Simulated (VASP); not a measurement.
Given:

```
Nb
1.0
   -1.62309     1.62309     1.62309
    1.62309    -1.62309     1.62309
    1.62309     1.62309    -1.62309
Nb
1
Direct
  0.00000   0.00000   0.00000
```

Method: LDA (Ceperley-Alder, Perdew-Zunger), VASP's LDA PAW potentials (set 64) (plane waves; VASP). Numerical set-up: 520 eV cut-off, 18×18×18 Γ-centred mesh, tetrahedra with Blöchl corrections, potentials Nb_sv.

Task: Estimate the energy per atom (σ→0), band gap (on the k-mesh) with the smallest direct gap where there is one.

Result: 
```json
{
 "band gap (on the k-mesh)": "none (metal, semimetal or under 0.01 eV)",
 "energy per atom (σ→0)": "-11.257 eV/atom"
}
```

The compound is Nb in the bcc structure. It was relaxed first.
